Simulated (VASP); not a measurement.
These are PBEsol GGA, VASP's PBE PAW potentials (set 64) (plane waves; VASP) values and carry that method's errors.

VASP ran on this input.

### INCAR
```
SYSTEM = SiGe
PREC = Accurate
ENCUT = 400
EDIFF = 1E-6
NELM = 100
ALGO = Normal
LREAL = .FALSE.
LASPH = .TRUE.
ISMEAR = 0
SIGMA = 0.05
GGA = PS
LMAXMIX = 4
LWAVE = .FALSE.
LCHARG = .FALSE.
IBRION = 2
ISIF = 3
NSW = 60
EDIFFG = -0.02
```

### POSCAR
```
SiGe
1.0
  3.9395524039   0.0000000000   0.0000000000
 -1.9697762019   3.4117520569   0.0000000000
  0.0000000000   0.0000000000   8.8122398889
Si Ge
2 2
direct
  0.3333330000   0.6666670000   0.2500000000
  0.6666670000   0.3333330000   0.7500000000
  0.6666670000   0.3333330000   0.2500000000
  0.3333330000   0.6666670000   0.7500000000
```

KPOINTS:
```
Automatic mesh
0
Gamma
6 6 3
0 0 0
```

POTCAR, in this order: Si Ge_d (PBE.64 set). Program: vasp_std.

Q: What does the run give for the energy per atom (σ→0)?

A: 
The energy per atom (σ→0) is -4.635 eV/atom.

**OSZICAR**
```
...
DAV:   7    -0.185354132372E+02    0.14670E+00   -0.33700E-01   676   0.340E+00    0.223E-01
DAV:   8    -0.185401245090E+02   -0.47113E-02   -0.34157E-02   736   0.197E+00    0.169E-01
DAV:   9    -0.185408360296E+02   -0.71152E-03   -0.11541E-03   910   0.256E-01    0.110E-01
DAV:  10    -0.185413301060E+02   -0.49408E-03   -0.60916E-04   796   0.120E-01    0.227E-02
DAV:  11    -0.185413147339E+02    0.15372E-04   -0.49004E-05   736   0.753E-02    0.111E-02
DAV:  12    -0.185413351680E+02   -0.20434E-04   -0.39012E-05   602   0.380E-02    0.734E-03
DAV:  13    -0.185413349277E+02    0.24030E-06   -0.44320E-07   512   0.852E-03
   1 F= -.18541335E+02 E0= -.18541308E+02  d E =-.185413E+02
```

The structure was generated: SiGe was put into the layered h-BN type type (P6_3/mmc), which need not be its known phase. It was relaxed first, which changed the volume by -9 %. The start is the result of an earlier pass.
